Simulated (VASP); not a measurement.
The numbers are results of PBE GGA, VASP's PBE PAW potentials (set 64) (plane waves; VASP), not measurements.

The input files of a VASP run:

INCAR:
```
SYSTEM = PtAl2
PREC = Accurate; ENCUT = 400; LREAL = .FALSE.
LASPH = .TRUE.
EDIFF = 1E-6; NELM = 100; ALGO = Normal
LMAXMIX = 6
ISMEAR = 1; SIGMA = 0.1
GGA = PE
ISIF = 2
LWAVE = .FALSE.; LCHARG = .FALSE.
```

File POSCAR:
```
PtAl2
1
    0.0000000000     2.9550000000     2.9550000000
    2.9550000000     0.0000000000     2.9550000000
    2.9550000000     2.9550000000     0.0000000000
Al Pt
2 1
Direct
  0.2500000000   0.2500000000   0.2500000000
  0.7500000000   0.7500000000   0.7500000000
  0.0000000000   0.0000000000   0.0000000000
```

KPOINTS:
```
Automatic mesh
0
Gamma
7 7 7
0 0 0
```

POTCAR, in this order: Al Pt (PBE.64 set). Program: vasp_std.

What will the output report for the number of irreducible k-points (NKPTS), number of bands (NBANDS), largest plane-wave count, number of space-group operations, FFT grid (NGX, NGY, NGZ)?

```json
{
 "number of irreducible k-points (NKPTS)": "20",
 "number of bands (NBANDS)": "12",
 "largest_plane_wave_count": "950",
 "number_of_space_group_operations": "48",
 "FFT grid (NGX, NGY, NGZ)": "28 × 28 × 28"
}
```

The compound is PtAl2 in the fluorite structure. The cell was not relaxed at this level.
